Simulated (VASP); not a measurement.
Input:

```xyz
3
Lattice="0.0000 3.0455 3.0455 3.0455 0.0000 3.0455 3.0455 3.0455 0.0000" Properties=species:S:1:pos:R:3 pbc="T T T"
Ba     0.0000     0.0000     0.0000
F      1.5228     1.5228     1.5228
F      4.5683     4.5683     4.5683
```

Method: LDA (Ceperley-Alder, Perdew-Zunger), VASP's LDA PAW potentials (set 64) (plane waves; VASP). Run with 520 eV cut-off, 6×6×6 Γ-centred mesh, Gaussian smearing of 0.050 eV, potentials Ba_sv F.

Question: Estimate the energy per atom (σ→0).

Answer: 
```yaml
energy per atom (σ→0): -6.209 eV/atom
```

The absolute energy has meaning only against runs of the same code, potentials and settings.

The compound is BaF2 in the fluorite structure. It was relaxed first, which changed the volume by -5 %. The start is the result of an earlier pass.
